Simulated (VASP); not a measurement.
All values below come from PBEsol GGA, VASP's PBE PAW potentials (set 64) (plane waves; VASP).

The input files of a VASP run:

### INCAR
```
NELM = 100   ! most electronic steps
IBRION = 2   ! conjugate gradients
LASPH = .TRUE.   ! aspherical one-centre terms
EDIFF = 1E-6
ISIF = 3   ! ions, shape and volume
LWAVE = .FALSE.
SYSTEM = BN
GGA = PS   ! PBEsol
PREC = Accurate
SIGMA = 0.05
ENCUT = 620   ! plane-wave cut-off (eV)
PSTRESS = 100   ! kbar
LREAL = .FALSE.   ! projection in real space or not
EDIFFG = -0.02   ! ionic stop
LCHARG = .FALSE.
NSW = 40   ! most ionic steps
ISMEAR = 0   ! Gaussian
ALGO = Normal   ! blocked Davidson
```

### POSCAR
```
BN
1
    1.2439578914    -2.1545988789    -0.0000000000
    1.2439578914     2.1545988789    -0.0000000000
   -0.0000000000    -0.0000000000     5.6646959839
B N
2 2
Direct
  0.3333330000   0.6666670000   0.2500000000
  0.6666670000   0.3333330000   0.7500000000
  0.6666670000   0.3333330000   0.2500000000
  0.3333330000   0.6666670000   0.7500000000
```

### KPOINTS
```
Regular mesh
0
gamma
 10 10 4
```

POTCAR, in this order: B N (PBE.64 set). Program: vasp_std.

Task: What will the output report for the number of irreducible k-points (NKPTS), largest plane-wave count, number of space-group operations, FFT grid (NGX, NGY, NGZ)?

Result: 
The number of irreducible k-points (NKPTS) comes out as 42 and the largest plane-wave count is 1080. The number of space-group operations is 24 and the FFT grid (NGX, NGY, NGZ) comes out as 20 × 20 × 48.

The compound is BN in the hex structure. It was relaxed first under an external pressure of 10 GPa.
